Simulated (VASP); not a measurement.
Here is the system:

```xyz
2
Lattice="0.0000 3.0432 3.0432 3.0432 0.0000 3.0432 3.0432 3.0432 0.0000" Properties=species:S:1:pos:R:3 pbc="T T T"
Sb     0.0000     0.0000     0.0000
In     3.0432     3.0432     3.0432
```

The numbers are results of r2SCAN meta-GGA, VASP's PBE PAW potentials (set 64) (plane waves; VASP 6.6.1), not measurements. Settings: 400 eV cut-off, 12×12×12 Γ-centred mesh, tetrahedra with Blöchl corrections, potentials Sb In_d.

Task: Give the energies of bands 7 to 12 at the high-symmetry points, in eV from the Fermi level.

Result: 
```json
[
 {"band": "7", "Γ": "-0.09", "X": "-4.70", "U": "-5.35", "L": "-6.73", "W": "-5.12"},
 {"band": "8", "Γ": "-0.09", "X": "-3.27", "U": "-4.19", "L": "0.34", "W": "-3.74"},
 {"band": "9", "Γ": "-0.09", "X": "-2.29", "U": "-1.64", "L": "0.34", "W": "-3.74"},
 {"band": "10", "Γ": "0.12", "X": "-2.29", "U": "-0.31", "L": "2.65", "W": "2.17"},
 {"band": "11", "Γ": "6.56", "X": "3.57", "U": "5.45", "L": "2.65", "W": "3.69"},
 {"band": "12", "Γ": "6.58", "X": "8.99", "U": "6.34", "L": "2.65", "W": "6.73"}
]
```

It has no gap at this level: it comes out as a metal or semimetal.

The structure was generated: InSb was put into the rocksalt type (Fm-3m), which need not be its known phase. It was relaxed first, which changed the volume by +10 %.
